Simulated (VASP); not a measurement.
A run of VASP 6.6.1 is set up as follows.

Contents of INCAR:

```
PREC     = Accurate       # precision mode
ENCUT    = 520            # plane-wave cutoff, eV
EDIFF    = 1E-6           # SCF threshold, eV
ISMEAR   = 1              # smearing method
SIGMA    = 0.1            # smearing width, eV
LREAL    = False          # projectors in reciprocal space
LASPH    = True           # aspherical terms in the spheres
NELM     = 100            # most SCF steps
ALGO     = Normal         # electronic algorithm
ISIF     = 2              # what is computed and relaxed
LWAVE    = False          # write WAVECAR
LCHARG   = True           # write CHGCAR
METAGGA  = R2SCAN         # meta-GGA
LMIXTAU  = True         
LELF     = True           # ELF
```

File KPOINTS:

```
Automatic mesh
0
Gamma
  8 8 3
```

The input POSCAR:

```
CsLi2
1.0
    3.9663300000      0.0000000000      0.0000000000
   -1.9831700000      3.4349500000      0.0000000000
    0.0000000000      0.0000000000     10.0283800000
Cs Li
1 2
Cartesian
    0.0000000000      0.0000000000      0.0000000000
   -0.0000231650      2.2899781165      3.4961941194
   -0.0000231650      2.2899781165      6.5321858806
```

Potentials or basis: VASP PAW PBE potentials, release 64 (Cs_sv, Li_sv).

Run with:

```sh
$ cat potpaw_PBE.64/Cs_sv/POTCAR potpaw_PBE.64/Li_sv/POTCAR > POTCAR
$ mpirun -np 1 vasp_std > vasp.out
```

(1) Predict the largest force.

(2) What does it give for the band gap on the k mesh?

Results:

(1) 0.077 eV/Å.

(2) none (metal or under the smearing width).

Caveat: the PAW data sets were made with another functional, which shifts forces and pressure a little.
